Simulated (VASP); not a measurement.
Here is the system:

```yaml
crystal:
  lattice:
    - [-1.64257, 1.64257, 1.64257]
    - [1.64257, -1.64257, 1.64257]
    - [1.64257, 1.64257, -1.64257]
  atoms:
    - { symbol: Ta, position: [0.00000, 0.00000, 0.00000] }
```

The numbers are results of PBE GGA with D3 dispersion (zero damping), VASP's PBE PAW potentials (set 64) (plane waves; VASP), not measurements. Numerical set-up: 520 eV cut-off, Gaussian smearing of 0.050 eV, potentials Ta_pv.

Unless said otherwise, spin-orbit coupling is left out, though it shifts the bands of the heavy elements here.

Question: Estimate the band gap (along the path) with the smallest direct gap where there is one.

Answer: 
| Property | Result |
|---|---|
| band gap (along the path) | none (metal, semimetal or under 0.01 eV) |

The absolute energy has meaning only against runs of the same code, potentials and settings.

The compound is Ta in the bcc structure. It was relaxed first.
